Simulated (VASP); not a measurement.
A run of VASP 6.6.1:

POSCAR

```
Al2InN3
1.0
    4.9179200000     -2.8265800000      0.0000000000
    4.9179200000      2.8265800000      0.0000000000
    0.0000000000      0.0000000000      5.2471600000
Al In N
4 2 6
Direct
    0.1652660000      0.4913280000      0.5004000000
    0.5086720000      0.8347340000      0.5004000000
    0.8347340000      0.5086720000      0.0004000000
    0.4913280000      0.1652660000      0.0004000000
    0.8221840000      0.1778160000      0.4954660000
    0.1778160000      0.8221840000      0.9954660000
    0.8339040000      0.5367710000      0.3643270000
    0.4632290000      0.1660960000      0.3643270000
    0.2022590000      0.7977410000      0.4151500000
    0.7977410000      0.2022590000      0.9151500000
    0.1660960000      0.4632290000      0.8643270000
    0.5367710000      0.8339040000      0.8643270000
```

The input INCAR.step1:

```
PREC = Accurate ; ENCUT = 520
EDIFF = 1E-6 ; ISMEAR = 0
SIGMA = 0.03 ; LREAL = F
LASPH = T ; NELM = 80
ALGO = Normal ; ISIF = 2
LWAVE = F ; LCHARG = T
GGA = PE ; NBANDS = 46
KPAR = 4
```

KPOINTS.step1

```
Automatic mesh
0
Gamma
  6 6 6
```

Contents of INCAR.step2:

```
PREC = Accurate ; ENCUT = 520
EDIFF = 1E-6 ; ISMEAR = -5
SIGMA = 0.03 ; LREAL = F
LASPH = T ; NELM = 80
ALGO = Normal ; ISIF = 2
LWAVE = F ; LCHARG = F
GGA = PE ; LORBIT = 10
NBANDS = 46 ; KPAR = 4
NEDOS = 1001 ; ICHARG = 11
```

Contents of KPOINTS.step2:

```
Automatic mesh
0
Gamma
  9 9 9
```

Potentials or basis: VASP PAW PBE potentials, release 64 (Al, In_d, N).

The run is started by

```console
$ cat potpaw_PBE.64/Al/POTCAR potpaw_PBE.64/In_d/POTCAR potpaw_PBE.64/N/POTCAR > POTCAR
$ cp INCAR.step1 INCAR
$ cp KPOINTS.step1 KPOINTS
$ mpirun -np 4 vasp_std > vasp.out
$ cp INCAR.step2 INCAR
$ cp KPOINTS.step2 KPOINTS
$ mpirun -np 4 vasp_std > vasp.out
```

Hardware: 4 MPI ranks on Intel(R) Xeon(R) 6975P-C (Granite Rapids), with other jobs on the host.

Estimate the wall time of this run.

Run time: 2.2 min on 4 MPI ranks on Intel(R) Xeon(R) 6975P-C (Granite Rapids), on a shared host, peak memory 0.7 GiB a rank. Counts: scf iterations 9, k points 125.
